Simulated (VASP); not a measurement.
Calculation: PW91 GGA, VASP's PBE PAW potentials (set 64) (plane waves; VASP).

VASP input:

INCAR:
```
SYSTEM = WS2
PREC = Accurate; ENCUT = 520; LREAL = .FALSE.
LASPH = .TRUE.
EDIFF = 1E-7; NELM = 100; ALGO = Normal
LMAXMIX = 6
ISMEAR = 0; SIGMA = 0.05
GGA = 91
IBRION = 2; NSW = 30; ISIF = 4
EDIFFG = -0.01
LWAVE = .FALSE.; LCHARG = .FALSE.
```

File KPOINTS:
```
Automatic mesh
0
Gamma
8 8 2
0 0 0
```

POSCAR:
```
WS2
1
    1.5815756316    -2.7393693274     0.0000000000
    1.5815756316     2.7393693274     0.0000000000
    0.0000000000     0.0000000000    14.5187766471
W S
2 4
Direct
  0.3333330000   0.6666670000   0.2500000000
  0.6666670000   0.3333330000   0.7500000000
  0.3333330000   0.6666670000   0.8571027485
  0.6666670000   0.3333330000   0.3571027485
  0.6666670000   0.3333330000   0.1428972515
  0.3333330000   0.6666670000   0.6428972515
```

POTCAR, in this order: W_sv S (PBE.64 set). Program: vasp_std.

Without a dispersion term in the relaxation, distances and binding between the weakly bound layers, chains or molecules are unreliable, and so is what depends on them.

### Question
What does the run give for the energy per atom (σ→0)?

### Answer

| Quantity | Result |
|---|---|
| energy per atom (σ→0) | -7875 meV/atom |

### OSZICAR
```
...
       N       E                     dE             d eps       ncg     rms          rms(c)
DAV:   1    -0.472508378027E+02   -0.11757E-04   -0.28099E-03  1303   0.207E-01    0.521E-02
DAV:   2    -0.472508502767E+02   -0.12474E-04   -0.14272E-04  1507   0.528E-02    0.211E-02
DAV:   3    -0.472508501020E+02    0.17467E-06   -0.31802E-06  1319   0.104E-02    0.147E-02
DAV:   4    -0.472508506500E+02   -0.54794E-06   -0.21909E-06  1426   0.771E-03    0.472E-03
DAV:   5    -0.472508504378E+02    0.21219E-06   -0.56573E-07  1296   0.434E-03    0.206E-03
DAV:   6    -0.472508504220E+02    0.15767E-07   -0.44628E-08   788   0.123E-03
   8 F= -.47250850E+02 E0= -.47250850E+02  d E =-.295158E-04
```

The compound is WS2 in the 2H layered structure. This cell is one point of a volume scan, at 0.97 of the reference volume. Symmetry was kept, so distortions that lower it aren't found.
